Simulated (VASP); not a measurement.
Wanted: the native input for a VASP 6.6.1 run.

```yaml
Task: single point
Functional: PBEsol
Potentials_or_basis: VASP PAW PBE potentials, release 64 (W_sv, Ta_pv, C)
Cutoff: 520 eV
k_mesh: 10 × 10 × 10
Occupations: fermi-dirac, width 0.05 eV
Spin: no spin polarisation
Ladder: free
Further_INCAR_settings: ALGO = Normal; EDIFF = 1e-07; NBANDS = 24
```

The structure of TaWC2 lies in POSCAR:

```
TaWC2
1.0
    1.5718551461      0.9075109917      5.1016196719
   -1.5718551461      0.9075109917      5.1016196719
    0.0000000000     -1.8150219835      5.1016196719
W Ta C
1 1 2
Direct
   -0.0028920000     -0.0122870000      0.0150520000
    0.5183300000      0.4893990000      0.4874200000
    0.2571910000      0.2446260000      0.2490950000
    0.7336520000      0.7508970000      0.7564440000
```

The cell comes from a database or a generator and needn't be the stable form of this composition.

The cell isn't the ideal one: atoms moved at random, drawn with an rms of 0.05 Å.

These files were run (other wordings do the same):

INCAR

```
SYSTEM = TaWC2
PREC = Accurate
ENCUT = 520
EDIFF = 1E-7
ISMEAR = -1
SIGMA = 0.05
LREAL = .False.
LASPH = .True.
NELM = 80
ALGO = Normal
ISIF = 2
LWAVE = .False.
LCHARG = .False.
GGA = PS
NBANDS = 24
```

KPOINTS

```
Automatic mesh
0
Gamma
  10 10 10
  0 0 0
```

Potentials or basis: VASP PAW PBE potentials, release 64 (W_sv, Ta_pv, C).

Command:

```bash
$ cat potpaw_PBE.64/W_sv/POTCAR potpaw_PBE.64/Ta_pv/POTCAR potpaw_PBE.64/C/POTCAR > POTCAR
$ mpirun -np 1 vasp_std > vasp.out
```

Results of the run:

The pressure is -9.4 GPa and the largest force is 0.762 eV/Å. The band gap on the k mesh is none (metal or under the smearing width).

Caveat: the PAW data sets were made with another functional, which shifts forces and pressure a little.

Run time: 9.8 min on 1 thread of Intel(R) Xeon(R) 6975P-C (Granite Rapids) (shared host), peak memory 0.66 GiB.
